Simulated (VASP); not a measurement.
These are PBE GGA, VASP's PBE PAW potentials (set 64) (plane waves; VASP) values and carry that method's errors.

The input files of a VASP run:

File KPOINTS:
```
Automatic mesh
0
Gamma
14 14 14
0 0 0
```

**POSCAR**
```
Ag
1
    0.0000000000     2.0705759244     2.0705759244
    2.0705759244    -0.0000000000     2.0705759244
    2.0705759244     2.0705759244     0.0000000000
Ag
1
Direct
  0.0000000000   0.0000000000   0.0000000000
```

### INCAR
```
! general
SYSTEM  = Ag
PREC    = Accurate
ENCUT   = 530
LREAL   = .False.
LASPH   = .True.

! electronic loop
EDIFF   = 1E-7
NELM    = 100
ALGO    = Normal
LMAXMIX = 4

! smearing
ISMEAR  = 1
SIGMA   = 0.1

! functional
GGA     = PE

! ions
IBRION  = 6
NSW     = 1
ISIF    = 3
POTIM   = 0.015
NFREE   = 2

! output
LWAVE   = .False.
LCHARG  = .False.
```

POTCAR, in this order: Ag (PBE.64 set). Program: vasp_std.

The resulting files:

OSZICAR:
```
...
DAV:   6    -0.271613541903E+01    0.20131E-06   -0.13957E-05  4701   0.434E-02    0.189E-03
DAV:   7    -0.271613537883E+01    0.40203E-07   -0.25870E-07  3756   0.562E-03
   6 F= -.27161354E+01 E0= -.27160592E+01  d E =-.228423E-03
       N       E                     dE             d eps       ncg     rms          rms(c)
DAV:   1    -0.288775545421E+01   -0.17162E+00   -0.35854E+00  4569   0.221E+01    0.264E+00
DAV:   2    -0.272831342923E+01    0.15944E+00   -0.69378E-01  4450   0.912E+00    0.878E-01
DAV:   3    -0.271829441963E+01    0.10019E-01   -0.87554E-03  4604   0.108E+00    0.516E-01
DAV:   4    -0.271487175072E+01    0.34227E-02   -0.52508E-03  4634   0.852E-01    0.103E-01
DAV:   5    -0.271490627776E+01   -0.34527E-04   -0.17911E-04  4795   0.182E-01    0.392E-02
DAV:   6    -0.271490992369E+01   -0.36459E-05   -0.49646E-06  4801   0.243E-02    0.410E-03
DAV:   7    -0.271490980035E+01    0.12334E-06   -0.74625E-08  3269   0.314E-03    0.198E-03
DAV:   8    -0.271490971795E+01    0.82406E-07   -0.18649E-08  2228   0.174E-03
   7 F= -.27149097E+01 E0= -.27147866E+01  d E =-.369467E-03
       N       E                     dE             d eps       ncg     rms          rms(c)
DAV:   1    -0.276854762541E+01   -0.53638E-01   -0.15290E+00 14076   0.140E+01    0.146E+00
DAV:   2    -0.272264096745E+01    0.45907E-01   -0.16748E-01 13872   0.470E+00    0.562E-01
DAV:   3    -0.271791750210E+01    0.47235E-02   -0.44812E-03 14511   0.763E-01    0.327E-01
DAV:   4    -0.271648666756E+01    0.14308E-02   -0.23364E-03 14587   0.546E-01    0.701E-02
DAV:   5    -0.271649897221E+01   -0.12305E-04   -0.10092E-04 14424   0.124E-01    0.144E-02
DAV:   6    -0.271649741695E+01    0.15553E-05   -0.68281E-06 14414   0.300E-02    0.384E-03
DAV:   7    -0.271649750487E+01   -0.87916E-07   -0.66409E-08  7900   0.321E-03
   8 F= -.27164975E+01 E0= -.27164044E+01  d E =-.279430E-03
       N       E                     dE             d eps       ncg     rms          rms(c)
DAV:   1    -0.274848080713E+01   -0.31983E-01   -0.86046E-01 14104   0.897E+00    0.936E-01
DAV:   2    -0.272634331674E+01    0.22137E-01   -0.12120E-02 13995   0.153E+00    0.512E-01
DAV:   3    -0.271641456585E+01    0.99288E-02   -0.18964E-02 14541   0.155E+00    0.149E-01
DAV:   4    -0.271648430984E+01   -0.69744E-04   -0.66257E-04 14095   0.372E-01    0.126E-01
DAV:   5    -0.271649738018E+01   -0.13070E-04   -0.89081E-06 14746   0.277E-02    0.188E-02
DAV:   6    -0.271649731855E+01    0.61629E-07   -0.92185E-07 14405   0.130E-02
   9 F= -.27164973E+01 E0= -.27164038E+01  d E =-.280702E-03
       N       E                     dE             d eps       ncg     rms          rms(c)
DAV:   1    -0.271391157121E+01    0.25858E-02   -0.80497E-01 14124   0.862E+00    0.595E-01
DAV:   2    -0.271048181010E+01    0.34298E-02   -0.59651E-03 14066   0.108E+00    0.346E-01
DAV:   3    -0.271494794607E+01   -0.44661E-02   -0.95986E-03 14453   0.111E+00    0.918E-02
DAV:   4    -0.271558713290E+01   -0.63919E-03   -0.39106E-04 14486   0.278E-01    0.554E-02
DAV:   5    -0.271648206770E+01   -0.89493E-03   -0.43440E-05 14694   0.758E-02    0.353E-03
DAV:   6    -0.271649398456E+01   -0.11917E-04   -0.16795E-06 14439   0.178E-02    0.233E-03
DAV:   7    -0.271649642420E+01   -0.24396E-05   -0.15161E-08  7357   0.172E-03    0.368E-04
DAV:   8    -0.271649762665E+01   -0.12024E-05   -0.31638E-09  6872   0.755E-04    0.546E-05
DAV:   9    -0.271649742781E+01    0.19884E-06   -0.28191E-10  6852   0.189E-04    0.198E-05
DAV:  10    -0.271649748540E+01   -0.57583E-07   -0.49030E-11  6791   0.677E-05
  10 F= -.27164975E+01 E0= -.27164044E+01  d E =-.279305E-03
       N       E                     dE             d eps       ncg     rms          rms(c)
DAV:   1    -0.274846693781E+01   -0.31970E-01   -0.88102E-01 14081   0.913E+00    0.936E-01
DAV:   2    -0.272634764490E+01    0.22119E-01   -0.12188E-02 13956   0.153E+00    0.513E-01
DAV:   3    -0.271641422061E+01    0.99334E-02   -0.18932E-02 14424   0.155E+00    0.149E-01
DAV:   4    -0.271648383465E+01   -0.69614E-04   -0.66697E-04 14135   0.372E-01    0.130E-01
DAV:   5    -0.271649716173E+01   -0.13327E-04   -0.86705E-06 14727   0.284E-02    0.232E-02
DAV:   6    -0.271649719345E+01   -0.31719E-07   -0.11687E-06 14443   0.148E-02    0.221E-02
DAV:   7    -0.271649729879E+01   -0.10534E-06   -0.77140E-08  8239   0.406E-03    0.145E-02
DAV:   8    -0.271649741651E+01   -0.11772E-06   -0.12393E-07 13574   0.441E-03    0.107E-03
DAV:   9    -0.271649741675E+01   -0.23965E-09   -0.20511E-09  6840   0.589E-04
  11 F= -.27164974E+01 E0= -.27164043E+01  d E =-.279283E-03
       N       E                     dE             d eps       ncg     rms          rms(c)
DAV:   1    -0.273315313742E+01   -0.16656E-01   -0.75905E-01 14234   0.837E+00    0.594E-01
DAV:   2    -0.272296049207E+01    0.10193E-01   -0.52075E-03 14158   0.106E+00    0.348E-01
DAV:   3    -0.271657695486E+01    0.63835E-02   -0.94509E-03 14519   0.116E+00    0.107E-01
DAV:   4    -0.271656205301E+01    0.14902E-04   -0.40738E-04 14251   0.291E-01    0.640E-02
DAV:   5    -0.271649600842E+01    0.66045E-04   -0.39051E-05 14666   0.677E-02    0.232E-03
DAV:   6    -0.271649631634E+01   -0.30793E-06   -0.13660E-06 14648   0.159E-02    0.109E-03
DAV:   7    -0.271649720257E+01   -0.88623E-06   -0.12515E-08  7372   0.156E-03    0.126E-04
DAV:   8    -0.271649745853E+01   -0.25596E-06   -0.12172E-09  6870   0.452E-04    0.273E-05
DAV:   9    -0.271649747055E+01   -0.12019E-07   -0.15610E-10  6805   0.129E-04
  12 F= -.27164975E+01 E0= -.27164044E+01  d E =-.279304E-03
       N       E                     dE             d eps       ncg     rms          rms(c)
DAV:   1    -0.274847456376E+01   -0.31977E-01   -0.88651E-01 14252   0.913E+00    0.938E-01
DAV:   2    -0.272634153414E+01    0.22133E-01   -0.12226E-02 13955   0.153E+00    0.512E-01
DAV:   3    -0.271641399261E+01    0.99275E-02   -0.18935E-02 14405   0.155E+00    0.150E-01
DAV:   4    -0.271648417167E+01   -0.70179E-04   -0.66598E-04 14225   0.372E-01    0.127E-01
DAV:   5    -0.271649737302E+01   -0.13201E-04   -0.91859E-06 14775   0.276E-02    0.199E-02
DAV:   6    -0.271649724275E+01    0.13027E-06   -0.11997E-06 14409   0.149E-02    0.192E-02
DAV:   7    -0.271649731972E+01   -0.76973E-07   -0.60265E-08  7507   0.365E-03
  13 F= -.27164973E+01 E0= -.27164039E+01  d E =-.280222E-03
       N       E                     dE             d eps       ncg     rms          rms(c)
DAV:   1    -0.271166648658E+01    0.48308E-02   -0.19218E+00  1898   0.121E+01    0.371E-01
DAV:   2    -0.271214823771E+01   -0.48175E-03   -0.96042E-03  2035   0.132E+00    0.233E-01
DAV:   3    -0.271671199652E+01   -0.45638E-02   -0.62224E-03  2044   0.855E-01    0.248E-02
DAV:   4    -0.271683192045E+01   -0.11992E-03   -0.21979E-04  2083   0.208E-01    0.160E-02
DAV:   5    -0.271685161969E+01   -0.19699E-04   -0.13612E-06  2214   0.135E-02    0.786E-04
DAV:   6    -0.271685246017E+01   -0.84048E-06   -0.14886E-08  1147   0.129E-03    0.455E-04
DAV:   7    -0.271685303913E+01   -0.57896E-06   -0.19538E-09   991   0.456E-04    0.309E-05
DAV:   8    -0.271685303464E+01    0.44881E-08   -0.35434E-10   961   0.138E-04
  14 F= -.27168530E+01 E0= -.27166172E+01  d E =-.707421E-03
       N       E                     dE             d eps       ncg     rms          rms(c)
DAV:   1    -0.271517106719E+01    0.16820E-02   -0.60640E+00  1872   0.205E+01    0.716E-02
DAV:   2    -0.271704931068E+01   -0.18782E-02   -0.20384E-02  1914   0.183E+00    0.451E-02
DAV:   3    -0.271685784975E+01    0.19146E-03   -0.49555E-04  2091   0.206E-01    0.100E-02
DAV:   4    -0.271685296903E+01    0.48807E-05   -0.15163E-05  2010   0.367E-02    0.298E-03
DAV:   5    -0.271685294554E+01    0.23489E-07   -0.30489E-07  1559   0.566E-03
  15 F= -.27168529E+01 E0= -.27166171E+01  d E =-.707427E-03
```

**OUTCAR**
```
------------------------ aborting loop because EDIFF is reached ----------------------------------------
  FORCE on cell =-STRESS in cart. coord.  units (eV):
  Direction    XX          YY          ZZ          XY          YZ          ZX
  --------------------------------------------------------------------------------------
  Total        0.0347647      0.0347647      0.0347647     -0.0000000      0.0000000      0.0000000
  in kB        3.1372260      3.1372260      3.1372260     -0.0000000      0.0000000      0.0000000
  external PRESSURE =       3.1372260 kB  Pullay stress =       0.0000000 kB
  volume of cell :       17.75
      direct lattice vectors                 reciprocal lattice vectors
     0.000000000  2.070575924  2.070575924    -0.241478708  0.241478708  0.241478708
     2.070575924  0.000000000  2.070575924     0.241478708 -0.241478708  0.241478708
     2.070575924  2.070575924  0.000000000     0.241478708  0.241478708 -0.241478708
 POSITION                                       TOTAL-FORCE (eV/Angst)
 -----------------------------------------------------------------------------------
     -0.01500      0.00000      0.00000         0.000000      0.000000     -0.000000
 -----------------------------------------------------------------------------------
    total drift:                                0.000320      0.000000      0.000000
  FREE ENERGIE OF THE ION-ELECTRON SYSTEM (eV)
  ---------------------------------------------------
  free  energy   TOTEN  =        -2.7168529455 eV

  energy  without entropy=       -2.7161455184  energy(sigma->0) =       -2.71661714

   1 f  =    0.000000 THz     0.000000 2PiTHz    0.000000 cm-1     0.000000 meV
             X         Y         Z           dx          dy          dz
      0.000000  0.000000  0.000000     1.000000    0.000000    0.000000

   2 f  =    0.000000 THz     0.000000 2PiTHz    0.000000 cm-1     0.000000 meV
             X         Y         Z           dx          dy          dz
      0.000000  0.000000  0.000000     0.000000    1.000000    0.000000

   3 f  =    0.000000 THz     0.000000 2PiTHz    0.000000 cm-1     0.000000 meV
             X         Y         Z           dx          dy          dz
      0.000000  0.000000  0.000000     0.000000    0.000000    1.000000

 ELASTIC MODULI CONTR FROM IONIC RELAXATION (kBar)
 Direction    XX          YY          ZZ          XY          YZ          ZX
 --------------------------------------------------------------------------------
 XX           0.0000      0.0000      0.0000      0.0000      0.0000      0.0000
 YY           0.0000      0.0000      0.0000      0.0000      0.0000      0.0000
 ZZ           0.0000      0.0000      0.0000      0.0000      0.0000      0.0000
 XY           0.0000      0.0000      0.0000      0.0000      0.0000      0.0000
 YZ           0.0000      0.0000      0.0000      0.0000      0.0000      0.0000
 ZX           0.0000      0.0000      0.0000      0.0000      0.0000      0.0000
 --------------------------------------------------------------------------------

 TOTAL ELASTIC MODULI (kBar)
 Direction    XX          YY          ZZ          XY          YZ          ZX
 --------------------------------------------------------------------------------
 XX        1098.5448    796.8975    796.8975     -0.0000     -0.0000      0.0000
 YY         796.8975   1098.5448    796.8975     -0.0000     -0.0000      0.0000
 ZZ         796.8975    796.8975   1098.5448     -0.0000      0.0000     -0.0000
 XY          -0.0000     -0.0000     -0.0000    317.6417      0.0000      0.0000
 YZ          -0.0000     -0.0000      0.0000      0.0000    317.6417      0.0000
 ZX           0.0000      0.0000     -0.0000      0.0000      0.0000    317.6417
 --------------------------------------------------------------------------------
```
(Selected blocks of OUTCAR.)

Finite-difference elastic constants of metals are sensitive to mesh and smearing; shear constants can be off by tens of GPa.

The compound is Ag in the fcc structure. It was relaxed first.
